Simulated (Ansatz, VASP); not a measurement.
# NaLiICl: VASP beside Ansatz

Wanted: the spread between two codes on one cell, functional and k mesh. The cell is taken from a series of runs on this material, whose earlier steps may have relaxed, scaled, displaced or heated it; both programs get it as it stands.

Main program and level: Ansatz 0.2.0; plane waves, with VASP 6.6.1 beside it; dielectric response at LDA.

## Step 1: Set-up

The structure is tetragonal, space group P4/mmm (No. 123). Conventional cell: a = 4.092 Å, b = 4.092 Å, c = 6.215 Å, α = 90.00°, β = 90.00°, γ = 90.00°. Nearest to Na lie 4 Cl at 2.89 Å and 2 I at 3.11 Å. Li has 4 I at 2.89 Å nearest. Nearest to I lie 4 Li at 2.89 Å and 2 Na at 3.11 Å. Nearest to Cl lie 4 Na at 2.89 Å. Farther neighbours and most contacts between anions are not listed.

Structure file:

```cif
data_structure
_symmetry_space_group_name_H-M 'P4/mmm'
_symmetry_Int_Tables_number 123
_cell_length_a 4.0916
_cell_length_b 4.0916
_cell_length_c 6.2153
_cell_angle_alpha 90.000
_cell_angle_beta 90.000
_cell_angle_gamma 90.000
_cell_volume 104.05
loop_
_atom_site_label
_atom_site_type_symbol
_atom_site_symmetry_multiplicity
_atom_site_Wyckoff_symbol
_atom_site_fract_x
_atom_site_fract_y
_atom_site_fract_z
_atom_site_occupancy
Na1 Na 1 d 0.50000 0.50000 0.50000 1
Li1 Li 1 a 0.00000 0.00000 0.00000 1
I1 I 1 c 0.50000 0.50000 0.00000 1
Cl1 Cl 1 b 0.00000 0.00000 0.50000 1
```

## Step 2: Ansatz: dielectric response, LDA

Ansatz runs on its default PAW (the set named soft_2) files.

The response to a field tests empty states and converges slowly with the mesh.

The input, input.yaml:

```yaml
crystal:
  lattice:
    - [4.091636, 0.0, 0.0]
    - [0.0, 4.091636, 0.0]
    - [0.0, 0.0, 6.215344]
  atoms:
    - { symbol: Na, position: [0.5, 0.5, 0.5] }
    - { symbol: Li, position: [0.0, 0.0, 0.0] }
    - { symbol: I, position: [0.5, 0.5, 0.0] }
    - { symbol: Cl, position: [0.0, 0.0, 0.5] }
kpoints:
  mp_grid: { grid: [6, 6, 4] }
hamiltonian:
  xc: lda
scf:
  occupations: { method: fixed }
dielectric: {}
```

Command:

```
ansatz run input.yaml --threads 4 --pin off --max-ram 5529MiB --backend cpu --events-out ev --progress --plain --runs-dir out
```

Numbers of over 12 decimals in the logs are rounded to 6 here.

Output:

```text
Engine: ansatz 0.2.0, aarch64-unknown-linux-gnu
Pseudopotentials: kind: paw
Pseudopotential: Na, paw, valence charge 9, recommended cutoff 420 eV (normal), Na.paw.azcp
Pseudopotential: Li, paw, valence charge 3, recommended cutoff 420 eV (normal), Li.paw.azcp
Pseudopotential: I, paw, valence charge 17, recommended cutoff 420 eV (normal), I.paw.azcp
Pseudopotential: Cl, paw, valence charge 7, recommended cutoff 420 eV (normal), Cl.paw.azcp
Functional definition: SPW92
  exchange = slater_x
  correlation = pw_c
Crystal: 4 atoms, lattice volume = 104.054 Å³
Basis set: ecut = 420 eV, 2029 PW (Γ), exchange–correlation on 60×60×90 points (8 copies of the dense FFT grid, shifted against one another)
Bands: 22, of which v1, the nominal top of the filled ones, is band 18 counted from 1 (17 counted from 0)
Symmetry: 16 space group operations
k-points: 56 of 144 (irreducible under 2 space group operations, time reversal used)
Non-local potential: Na, projectors of the file, l = 0: 3, l = 1: 2, l = 2: 1
Non-local potential: Li, projectors of the file, l = 0: 3, l = 1: 2, l = 2: 1
Non-local potential: I, projectors of the file, l = 0: 2, l = 1: 2, l = 2: 2, l = 3: 2
Non-local potential: Cl, projectors of the file, l = 0: 2, l = 1: 2, l = 2: 2
PAW form: soft (Blöchl's): semilocal exchange-correlation on the pseudo side does not see the compensation charge
PAW frozen core: Na, regenerated for the run's functional, and the local potential with it (the file was generated under x = pbe(κ = 0.804, μ = 0.219515), c = pbe(β = 0.066725))
PAW frozen core: I, regenerated for the run's functional, and the local potential with it (the file was generated under x = pbe(κ = 0.804, μ = 0.219515), c = pbe(β = 0.066725))
PAW frozen core: Cl, regenerated for the run's functional, and the local potential with it (the file was generated under x = pbe(κ = 0.804, μ = 0.219515), c = pbe(β = 0.066725))
PAW one-centre angular grid: Na, 110 points (default); XC on 64 Gauss nodes
PAW one-centre angular grid: Li, 110 points (default); XC on 64 Gauss nodes
PAW one-centre angular grid: I, 590 points (default); XC on 64 Gauss nodes
PAW one-centre angular grid: Cl, 110 points (default); XC on 64 Gauss nodes
Initial density: superposition of atomic densities (neutral atoms: chi_scale 0, normalization atom), corrected by the library's trained network
Initial wavefunctions: pseudopotential atomic-orbital guess
Functional: x = slater, c = lda
SCF iter   1: F=—  HF=-10074.032439 eV  |F-HF|=—  |Δ(HF+E_count)|=         —  Δρ=6.14e-3  dr2=2.88e-2  ethr=1.77e-3  ⟨swp⟩=5.2  Hψ=5790  notcnv=0  defer=80
preconditioner: auto → Resta (q_TF=auto, 2.286 Å⁻¹)  ε∞=3.0  [insulator: Δε(μ)=3.876 eV  Ē_g=10.363 eV  n_scr=20 (ndim 8)  ℏωp=14.6 eV  f_vac=0.019  ε∞_Penn≈3.0]
SCF iter   2: F=—  HF=-10074.019179 eV  |F-HF|=—  |Δ(HF+E_count)|=   1.33e-2  Δρ=2.59e-3  dr2=4.87e-3  ethr=8.01e-5  ⟨swp⟩=2.0  Hψ=2790  notcnv=0  defer=112
SCF iter   3: F=—  HF=-10074.017513 eV  |F-HF|=—  |Δ(HF+E_count)|=   1.67e-3  Δρ=6.61e-4  dr2=3.78e-4  ethr=1.35e-5  ⟨swp⟩=2.0  Hψ=2296  notcnv=0  defer=112
SCF iter   4: F=—  HF=-10074.017479 eV  |F-HF|=—  |Δ(HF+E_count)|=   3.35e-5  Δρ=1.01e-4  dr2=1.30e-5  ethr=1.05e-6  ⟨swp⟩=1.0  Hψ=1232  notcnv=0  defer=95
SCF iter   5: F=—  HF=-10074.017482 eV  |F-HF|=—  |Δ(HF+E_count)|=   3.35e-6  Δρ=2.80e-5  dr2=6.92e-7  ethr=3.61e-8  ⟨swp⟩=2.0  Hψ=1848  notcnv=0  defer=65
SCF iter   6: F=—  HF=-10074.017485 eV  |F-HF|=—  |Δ(HF+E_count)|=   2.44e-6  Δρ=8.11e-6  dr2=5.08e-8  ethr=1.92e-9  ⟨swp⟩=2.0  Hψ=2238  notcnv=0  defer=68
SCF iter   7: F=—  HF=-10074.017485 eV  |F-HF|=—  |Δ(HF+E_count)|=   2.00e-8  Δρ=1.40e-6  dr2=2.10e-9  ethr=1.41e-10  ⟨swp⟩=2.6  Hψ=2370  notcnv=0  defer=68
SCF iter   8: F=—  HF=-10074.017485 eV  |F-HF|=—  |Δ(HF+E_count)|=  5.46e-11  Δρ=3.72e-7  dr2=1.74e-10  ethr=5.82e-12  ⟨swp⟩=2.0  Hψ=2240  notcnv=0  defer=68
SCF iter   9: F=-10074.017485 eV  HF=-10074.017485 eV  |F-HF|=7.28e-12  |Δ(HF+E_count)|=  2.36e-11  Δρ=1.00e-7  dr2=1.63e-11  ethr=1.00e-12  ⟨swp⟩=6.4  Hψ=4998  notcnv=0
SCF 1 converged in 9 iterations: F = -10074.017485 eV  dr2 = 1.63e-11
  greatest PAW one-centre occupation: 1.000 electrons in one spin orbital (limit 2), on the I atom at site 2 (counted from 0), in its partial waves of l = 2
DFPT response loops at Γ: preconditioner auto → Resta (q_TF=auto, 2.286 Å⁻¹)  ε∞=3.9 (no band partly filled); β = 1.00, the filter's whole step (`scf.mixing.beta` (0.50) is not read by the response loops at its default; to damp them type it under 1.00, their step now; it binds the ground state too); Broyden in place of MSR1
── the response to a field inside a basis, on 8×8×6 k-points: an SCF that follows is theirs, and a resumed run solves both again ──
Bands: 19, of which v1, the nominal top of the filled ones, is band 18 counted from 1 (17 counted from 0)
k-points: 30 of 384
Initial density: handed on by an earlier stage of this run
Initial wavefunctions: pseudopotential atomic-orbital guess (no wavefunctions were taken with the density)
Eigensolver: Dense (30 Hₖ)
SCF iter   1: F=—  HF=-10074.014971 eV  |F-HF|=—  |Δ(HF+E_count)|=         —  Δρ=7.19e-5  dr2=1.27e-6  ethr=1.00e-1
preconditioner: auto → Resta (q_TF=auto, 2.286 Å⁻¹)  ε∞=3.4  [insulator: Δε(μ)=4.259 eV  Ē_g=9.331 eV  n_scr=20 (ndim 8)  ℏωp=14.6 eV  f_vac=0.011  ε∞_Penn≈3.4]
SCF iter   2: F=—  HF=-10074.014971 eV  |F-HF|=—  |Δ(HF+E_count)|=   4.14e-7  Δρ=3.72e-5  dr2=3.52e-7  ethr=3.52e-9
SCF iter   3: F=-10074.014972 eV  HF=-10074.014972 eV  |F-HF|=4.58e-10  |Δ(HF+E_count)|=   1.94e-7  Δρ=2.72e-6  dr2=6.07e-9  ethr=9.78e-10
SCF 1 converged in 3 iterations: F = -10074.014972 eV  dr2 = 6.07e-9
DFPT response loops at Γ: preconditioner auto → Resta (q_TF=auto, 2.286 Å⁻¹)  ε∞=3.8 (no band partly filled); β = 1.00, the filter's whole step (`scf.mixing.beta` (0.50) is not read by the response loops at its default; to damp them type it under 1.00, their step now; it binds the ground state too); Broyden in place of MSR1
SCF converged after 9 iterations
Free energy (F): -10074.017485 eV
Harris-Foulkes:  -10074.017485 eV  (|F-HF|=7.28e-12)
Internal energy: -10074.017485 eV  (E = F + TS)
E sigma→0 (E₀):  -10074.017485 eV
Fermi energy:    2.365045 eV
--- Per-component energies (eV) ---
  E_band       = -730.219922
  E_kinetic    = 492.569220
  E_local      = -3802.999490  (includes V_loc(G=0)·N_el)
  E_nonlocal   = 28.537448
  E_hartree    = 1668.207543
  E_xc         = -281.907850
  E_vxc        = -313.533750  (∫ρ·V_xc dr)
  E_paw        = -5549.184691  (= ΣΔE_a)
  E_vpaw       = -471.208607  (= ΣTr[D̂ρ^β])
  E_aug_tail   = 0.000148  (compensation charges beyond the density's cutoff)
  E_ewald      = -2630.352409
  E_core_change = 1.112597  (= ΣΔE_core)
  E_smearing   = -0.000000  (= −TS)
  E_closure    = -0.000000  (closes the sum)
  Σ components = -10074.017485   (vs F -10074.017485, Δ=0.00e0)
--- Band table (eV; the first three rows and the last of 56) ---
  k-point 0: bands = [... 14 lower, 1.2352, 2.0581, 2.0724, 2.0724, 6.2162, 7.6176, 8.5489, 11.1547]
  k-point 1: bands = [... 14 lower, 1.2962, 1.5812, 1.9890, 1.9890, 6.9236, 7.8688, 8.7121, 10.4324]
  k-point 2: bands = [... 14 lower, 1.3754, 1.3754, 1.8876, 1.8876, 7.8482, 8.2849, 8.9583, 9.7515]
  k-point 55: bands = [... 14 lower, 0.5434, 0.5434, 1.0788, 1.4179, 7.7720, 9.3412, 9.6073, 9.6073]
--- Dielectric response (ions clamped): 3 representative field directions + reference, inside a basis on a mesh of 384 k-points (Σ response iterations 15) ---
  ε∞ (high-frequency dielectric tensor):
        3.291695     0.000000     0.000000
        0.000000     3.291695     0.000000
        0.000000     0.000000     3.142499
  Born effective charges Z* (e; rows j = field, columns β = displacement):
    site 0:
         1.09322    0.00000    0.00000
         0.00000    1.09322    0.00000
         0.00000    0.00000    1.22833
    site 1:
         1.37212    0.00000    0.00000
         0.00000    1.37212    0.00000
         0.00000    0.00000    1.00927
    site 2:
        -1.24467    0.00000    0.00000
         0.00000   -1.24467    0.00000
         0.00000    0.00000   -0.79692
    site 3:
        -1.22068    0.00000    0.00000
         0.00000   -1.22068    0.00000
         0.00000    0.00000   -1.44068
  Z* charge neutrality: 2.529e-3 e pre-enforcement
  solved inside a basis spanned on kpoints, on 8×8×6 k-points, its susceptibility summed on 10×10×6: ε∞ is read to err by 9.9e-3, Z* by 1.9e-2 e (field_mesh: kpoints solves on kpoints); Z* is corrected for what the basis lacks
```

Reading the cycles: dr2 is the Hartree energy of the density residual (eV), the measure of convergence; HF is the Harris–Foulkes estimate of the energy, which meets the free energy F at convergence.

(Continued in part 2 of 2.)

[Lines on the potential files, build, host, timing and source positions are cut from VASP's logs without a mark.]

[Logs are printed without paths, hosts, clocks, repeated set-up lines and the standing remarks that a program may print on its own settings, such as how far it seeks lower states.]

[Hosts, paths, dates, database ids (printed as entryN), source tags and the programs' standing remarks are cut or masked in the printed files.]
